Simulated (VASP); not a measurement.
A cell of Ta (bcc) near equilibrium:

```xyz
1
Lattice="-1.6419 1.6419 1.6419 1.6419 -1.6419 1.6419 1.6419 1.6419 -1.6419" Properties=species:S:1:pos:R:3 pbc="T T T"
Ta     0.0000     0.0000     0.0000
```

Calculation: PBEsol GGA, VASP's PBE PAW potentials (set 64) (plane waves; VASP).

| run | ΔE (meV/atom) | σxx | σyy | σzz | largest shear component, with its sign (GPa) | largest force (eV/Å) |
|---|---|---|---|---|---|---|
| as it is | 0.0 | -0.01 | -0.01 | -0.01 | 0.00 | 0.000 |
| after one change | 6.7 | 3.72 | 3.72 | 6.21 | 0.00 | 0.000 |
Stress is in GPa, positive when the cell is compressed.

What was changed between the two runs?
(A) uniaxial strain of -1.5 % along y
(B) biaxial strain of -1.0 % in the xy plane
(C) uniaxial strain of -2.0 % along z
(D) isotropic strain of +3.0 %

C, uniaxial strain of -2.0 % along z

The compound is Ta in the bcc structure.
